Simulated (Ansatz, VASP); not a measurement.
# WS2 (Tungstenite): VASP beside Ansatz

Wanted: the spread between two codes on one cell, functional and k mesh. The cell is taken from a series of runs on this material, whose earlier steps may have relaxed, scaled, displaced or heated it; both programs get it as it stands.

Method: plane waves, with VASP 6.6.1 beside it; single point at PBE0, in Ansatz 0.2.0.

**1. Starting point**

It takes space group P6_3/mmc (No. 194, hexagonal). Conventional cell: a = 3.168 Å, b = 3.168 Å, c = 12.517 Å, α = 90.00°, β = 90.00°, γ = 120.00°. W has 6 S at 2.41 Å nearest. S has 3 W at 2.41 Å nearest. Farther neighbours and most contacts between anions are not listed.

**2. Ansatz: single point, PBE0**

Ansatz runs on its default PAW (the set named soft_2) files.

A single point gives forces, pressure and levels at one fixed geometry, so differences don't come from the geometry; what else differs is listed under the comparison.

input.yaml

```yaml
crystal:
  lattice:
    - [3.1683863679, 0.0, 0.0]
    - [-1.584193184, 2.7439030836, 0.0]
    - [0.0, 0.0, 12.5173836858]
  atoms:
    - { symbol: W, position: [0.3333333333, 0.6666666667, 0.25] }
    - { symbol: W, position: [0.6666666667, 0.3333333333, 0.75] }
    - { symbol: S, position: [0.3333333333, 0.6666666667, 0.6243116902] }
    - { symbol: S, position: [0.6666666667, 0.3333333333, 0.1243116902] }
    - { symbol: S, position: [0.3333333333, 0.6666666667, 0.8756883098] }
    - { symbol: S, position: [0.6666666667, 0.3333333333, 0.3756883098] }
kpoints:
  mp_grid: { grid: [6, 6, 2] }
  band_path:
    path:
      - [0.0, 0.0, 0.0]
      - [0.5, 0.0, 0.0]
      - [0.33333333, 0.33333333, 0.0]
      - [0.0, 0.0, 0.5]
      - [0.5, 0.0, 0.5]
      - [0.33333333, 0.33333333, 0.5]
      - [0.1666666667, 0.1666666667, 0.0]
    npoints: 1
hamiltonian:
  xc: pbe0
scf:
  occupations: { method: fixed }
  n_extra_bands: 6
output:
  eigenvalues: true
basis:
  ecutwfc: 550.0
```

On the command line:

```bash
> ansatz run input.yaml --threads 2 --pin off --max-ram 92160MiB --backend cuda --devices 1 --max-vram 13GiB --events-out ev --progress --plain --runs-dir out
```

Numbers of over 12 decimals in the logs are rounded to 6 here.

What it wrote:

```text
scf.n_extra_bands = 6 over 26 filled bands (N_el = 52.0): the run solves 32 bands
GPUs: using 1 of 1 available (devices: 1).
Engine: ansatz 0.2.0, x86_64-unknown-linux-gnu
Pseudopotentials: kind: paw
Pseudopotential: W, paw, valence charge 14, recommended cutoff 420 eV (normal), W.paw.azcp
Pseudopotential: S, paw, valence charge 6, recommended cutoff 420 eV (normal), S.paw.azcp
Functional definition: PBE0
  parameter a = 0.25
  parameter kappa = 0.804
  parameter beta = 0.066725
  exchange = (1 - a)*pbe_x(kappa = kappa, mu = beta*pi^2/3) + a*exact_x
  correlation = pbe_c(beta = beta)
davidson cushion auto → on  (no smearing: the cushion is to keep the highest requested band from converging to the state above it; pin scf.eigensolver.cushion to override)
device memory: the entry about to start is reckoned to put 1.3 GiB on a device that reports 46.0 GiB free (of which the cap on the GPU budget leaves the run 13.0 GiB)
GPU FFT provider: cuFFT
GPU libraries: cuBLAS 13.8.2, cuFFT 12.4.0, cuSOLVER 12.3.4
Crystal: 6 atoms, lattice volume = 108.823 Å³
Basis set: ecut = 550 eV, 3143 PW (Γ)
Bands: 32, of which v1, the nominal top of the filled ones, is band 26 counted from 1 (25 counted from 0)
Symmetry: 24 space group operations
Space group: P63/mmc (ITA 194), of the structure as read, at distance tolerance 4.8e-5 Å
k-points: 14 of 72
Non-local potential: W, projectors of the file, l = 0: 3, l = 1: 2, l = 2: 2, l = 3: 1
Non-local potential: S, projectors of the file, l = 0: 2, l = 1: 2, l = 2: 2
PAW form: soft (Blöchl's): semilocal exchange-correlation on the pseudo side does not see the compensation charge
PAW frozen core: W, regenerated for the run's functional, and the local potential with it (the file was generated under x = pbe(κ = 0.804, μ = 0.219515), c = pbe(β = 0.066725))
PAW frozen core: S, regenerated for the run's functional, and the local potential with it (the file was generated under x = pbe(κ = 0.804, μ = 0.219515), c = pbe(β = 0.066725))
PAW one-centre angular grid: W, 590 points (default); XC on 64 Gauss nodes
PAW one-centre angular grid: S, 110 points (default); XC on 64 Gauss nodes
Initial density: superposition of atomic densities (neutral atoms: chi_scale 0, normalization atom), corrected by the library's trained network
Initial wavefunctions: pseudopotential atomic-orbital guess
GPU buffer pool allocated for 60000 grid points (all kernels)
GPU transforms: local potential and band sums: pruned to the plane-wave sphere, on 25×25×96
Functional: x = pbe(κ = 0.804, μ = 0.219515), c = pbe(β = 0.066725), warm-up for x = 0.75 pbe(κ = 0.804, μ = 0.219515) + 0.25 exact, c = pbe(β = 0.066725)
SCF iter   1: F=—  HF=-24382.779899 eV  |F-HF|=—  |Δ(HF+E_count)|=         —  Δρ=5.82e-3  dr2=1.72e-2  ethr=1.77e-3  ⟨swp⟩=6.4  Hψ=1968  notcnv=0
preconditioner: auto → none  [insulator: Δε(μ)=1.035 eV  Ē_g=8.435 eV  n_scr=26 (ndim 8)  ℏωp=21.4 eV  f_vac=0.023]
SCF iter   2: F=—  HF=-24382.788198 eV  |F-HF|=—  |Δ(HF+E_count)|=   8.30e-3  Δρ=3.47e-3  dr2=2.23e-2  ethr=3.32e-5  ⟨swp⟩=4.4  Hψ=1447  notcnv=0
SCF iter   3: F=—  HF=-24382.788988 eV  |F-HF|=—  |Δ(HF+E_count)|=   7.90e-4  Δρ=2.52e-3  dr2=1.42e-2  ethr=3.32e-5  ⟨swp⟩=3.9  Hψ=1211  notcnv=0
SCF iter   4: F=—  HF=-24382.788574 eV  |F-HF|=—  |Δ(HF+E_count)|=   4.14e-4  Δρ=1.10e-3  dr2=1.81e-3  ethr=2.74e-5  ⟨swp⟩=2.4  Hψ=1001  notcnv=0
iter 5 solved again at ethr=3.89e-8 eV; its pass at ethr=3.49e-6 eV (dr2=2.02e-5 eV) is discarded
SCF iter   5: F=-24382.788910 eV  HF=-24382.788894 eV  |F-HF|=1.56e-5  |Δ(HF+E_count)|=   3.20e-4  Δρ=1.95e-4  dr2=1.97e-5  ethr=3.89e-8  ⟨swp⟩=3.3  Hψ=2276  notcnv=0  defer=1
SCF 1 stopped early in 5 iterations: F = -24382.788910 eV  dr2 = 1.97e-5
  greatest PAW one-centre occupation: 0.999 electrons in one spin orbital (limit 2), on the W atom at site 0 (counted from 0), in its partial waves of l = 0
device memory: the entry about to start is reckoned to put 1.8 GiB (of the 1.9 GiB reckoned in all, the device holds 0.1 GiB already) on a device that reports 46.3 GiB free (of which the cap on the GPU budget leaves the run 12.9 GiB)
GPU FFT provider: cuFFT
GPU libraries: cuBLAS 13.8.2, cuFFT 12.4.0, cuSOLVER 12.3.4
Initial density: handed on by an earlier stage of this run
Initial wavefunctions: those handed on with the density
GPU buffer pool allocated for 60000 grid points (all kernels)
GPU transforms: local potential and band sums: pruned to the plane-wave sphere, on 25×25×96
Functional: x = 0.75 pbe(κ = 0.804, μ = 0.219515) + 0.25 exact, c = pbe(β = 0.066725)
Exchange kernel: α = 0.2500, full range, Wigner–Seitz truncation, v(0) = 13407.3465 eV·Å³, q-mesh 6×6×2, nearest image of the exchange supercell L = 19.01 Å, pair-density grid 18×18×64, without the augmentation charges, whose exchange is taken in its separable form by FFT convolution over the k-point mesh (sized by the pseudopotential files, 24×24×96 at the most), smooth part of the exact exchange by density-matrix convolution in up to 4.65 GiB of GPU memory as planned if the GPU has room (build and FFT work areas not counted)
Frozen-core exchange: fock
SCF iter   1: F=—  HF=-24382.702925 eV  |F-HF|=—  |Δ(HF+E_count)|=         —  Δρ=7.38e-3  dr2=1.10e-1  ethr=3.78e-7  ⟨swp⟩=7.1  Hψ=2535  notcnv=0
preconditioner: auto → none  [insulator: Δε(μ)=2.175 eV  Ē_g=10.634 eV  n_scr=26 (ndim 8)  ℏωp=21.4 eV  f_vac=0.019]
SCF iter   2: F=—  HF=-24382.697179 eV  |F-HF|=—  |Δ(HF+E_count)|=   5.75e-3  Δρ=5.63e-3  dr2=1.32e-1  ethr=3.78e-7  ⟨swp⟩=6.2  Hψ=2253  notcnv=0
SCF iter   3: F=—  HF=-24382.672941 eV  |F-HF|=—  |Δ(HF+E_count)|=   2.42e-2  Δρ=1.88e-3  dr2=6.11e-3  ethr=3.78e-7  ⟨swp⟩=5.6  Hψ=2031  notcnv=0
SCF iter   4: F=—  HF=-24382.692254 eV  |F-HF|=—  |Δ(HF+E_count)|=   1.93e-2  Δρ=1.45e-3  dr2=2.66e-3  ethr=3.78e-7  ⟨swp⟩=4.1  Hψ=1769  notcnv=0
SCF iter   5: F=—  HF=-24382.691542 eV  |F-HF|=—  |Δ(HF+E_count)|=   7.12e-4  Δρ=4.51e-4  dr2=1.93e-4  ethr=3.78e-7  ⟨swp⟩=4.1  Hψ=1563  notcnv=0
SCF iter   6: F=—  HF=-24382.692342 eV  |F-HF|=—  |Δ(HF+E_count)|=   8.00e-4  Δρ=2.12e-4  dr2=4.51e-5  ethr=1.88e-7  ⟨swp⟩=4.0  Hψ=1408  notcnv=0
SCF iter   7: F=-24382.692328 eV  HF=-24382.692328 eV  |F-HF|=8.88e-8  |Δ(HF+E_count)|=   1.43e-5  Δρ=1.91e-5  dr2=4.15e-6  ethr=7.91e-8  ⟨swp⟩=3.0  Hψ=1179  notcnv=0
SCF 2 stopped early in 7 iterations: F = -24382.692328 eV  dr2 = 4.15e-6
  greatest PAW one-centre occupation: 0.998 electrons in one spin orbital (limit 2), on the W atom at site 1 (counted from 0), in its partial waves of l = 0
hybrid outer 1: dexx = +2.516e-2 eV, tail = 3.07e-5 eV
GPU FFT provider: cuFFT
GPU libraries: cuBLAS 13.8.2, cuFFT 12.4.0, cuSOLVER 12.3.4
GPU buffer pool allocated for 60000 grid points (all kernels)
GPU transforms: local potential and band sums: pruned to the plane-wave sphere, on 25×25×96
Exchange kernel: α = 0.2500, full range, Wigner–Seitz truncation, v(0) = 13407.3465 eV·Å³, q-mesh 6×6×2, nearest image of the exchange supercell L = 19.01 Å, pair-density grid 18×18×64, without the augmentation charges, whose exchange is taken in its separable form by FFT convolution over the k-point mesh (sized by the pseudopotential files, 24×24×96 at the most), smooth part of the exact exchange by density-matrix convolution in up to 4.65 GiB of GPU memory as planned if the GPU has room (build and FFT work areas not counted)
Frozen-core exchange: fock
SCF iter   1: F=—  HF=-24382.692413 eV  |F-HF|=—  |Δ(HF+E_count)|=         —  Δρ=5.60e-5  dr2=2.02e-6  ethr=2.96e-7  ⟨swp⟩=3.1  Hψ=1072  notcnv=0
preconditioner: auto → none  [insulator: Δε(μ)=2.242 eV  Ē_g=10.566 eV  n_scr=26 (ndim 8)  ℏωp=21.4 eV  f_vac=0.020]
iter 2 solved again at ethr=2.32e-10 eV; its pass at ethr=3.12e-9 eV (dr2=1.21e-7 eV) is discarded
SCF iter   2: F=—  HF=-24382.692412 eV  |F-HF|=—  |Δ(HF+E_count)|=   5.89e-7  Δρ=1.89e-5  dr2=5.01e-7  ethr=2.32e-10  ⟨swp⟩=2.0  Hψ=2325  notcnv=0
SCF iter   3: F=—  HF=-24382.692415 eV  |F-HF|=—  |Δ(HF+E_count)|=   3.00e-6  Δρ=1.11e-5  dr2=1.47e-7  ethr=2.31e-10  ⟨swp⟩=4.3  Hψ=1423  notcnv=0
SCF iter   4: F=-24382.692416 eV  HF=-24382.692416 eV  |F-HF|=2.61e-8  |Δ(HF+E_count)|=   2.62e-7  Δρ=5.31e-6  dr2=3.57e-8  ethr=1.61e-10  ⟨swp⟩=3.6  Hψ=1205  notcnv=0
SCF 3 converged in 4 iterations: F = -24382.692416 eV  dr2 = 3.57e-8
hybrid outer 2: dexx = +4.813e-6 eV, tail = 8.72e-8 eV, Δε = 2.19e-3 eV (about 1.11e-4 eV left of the loop's levels)
device memory: the entry about to start is reckoned to put 0.7 GiB on a device that reports 45.7 GiB free (of which the cap on the GPU budget leaves the run 13.0 GiB)
NSCF: frozen V_eff on 7 k-points
hybrid SCF converged: 2 outer / 11 inner (+5 warm-up), last move |dexx| = 4.81e-6 eV, tail = 8.72e-8 eV
Stability not checked: this state was not tested for a lower state beside it, because the functional holds exact exchange (a hybrid, or Hartree-Fock), whose exchange loop this test does not read (fock_operator; see scf.lower_state_search)
Free energy (F): -24382.692416 eV
Frozen-core exchange: fock
Harris-Foulkes:  -24382.692416 eV  (|F-HF|=2.61e-8)
Internal energy: -24382.692416 eV  (E = F + TS)
E sigma→0 (E₀):  -24382.692416 eV
Fermi energy:    10.652150 eV
--- Per-component energies (eV) ---
  E_band       = -500.911319
  E_kinetic    = 1327.584835
  E_local      = -3603.805050  (includes V_loc(G=0)·N_el)
  E_nonlocal   = 115.481533
  E_hartree    = 1431.590261
  E_xc         = -711.673481
  E_vxc        = -641.076903  (∫ρ·V_xc dr)
  E_exx        = -147.928101  (= α·E_x^exact, valence–valence)
  E_paw        = -19587.800011  (= ΣΔE_a)
  E_vpaw       = -266.427658  (= ΣTr[D̂ρ^β])
  E_aug_tail   = -0.000037  (compensation charges beyond the density's cutoff)
  E_ewald      = -3199.911773
  E_core_change = -6.230592  (= ΣΔE_core)
  E_smearing   = -0.000000  (= −TS)
  E_closure    = -0.000000  (closes the sum)
  Σ components = -24382.692416   (vs F -24382.692416, Δ=3.64e-12)
--- Band table (eV; the first three rows and the last of 14) ---
  k-point 0: bands = [... 22 lower, 8.2173, 8.7327, 9.3902, 10.6522, 14.3589, 14.3589, 14.3722, 14.3722, ... 2 higher]
  k-point 1: bands = [... 22 lower, 8.1920, 8.1920, 10.2822, 10.2822, 14.3495, 14.3495, 14.3495, 14.3495, ... 2 higher]
  k-point 2: bands = [... 22 lower, 8.0066, 8.8520, 9.3040, 9.7588, 13.5133, 13.9911, 14.2128, 14.2141, ... 2 higher]
  k-point 13: bands = [... 22 lower, 7.0992, 7.0992, 10.0151, 10.0151, 13.0713, 13.0713, 14.7289, 14.7289, ... 2 higher]
```

In the SCF lines HF is the Harris–Foulkes energy and dr2 the Hartree energy of the density residual, in eV; the loop may stop once dr2 is under the threshold and the program's other checks hold. Hψ counts applications of the Hamiltonian.

(Part 1 of 2 ends here.)

[Lines on the potential files, build, host, timing and source positions are cut from VASP's logs without a mark.]

[Logs are printed without paths, hosts, clocks, repeated set-up lines and the standing remarks that a program may print on its own settings, such as how far it seeks lower states.]

[Hosts, paths, dates, database ids (printed as entryN), source tags and the programs' standing remarks are cut or masked in the printed files.]
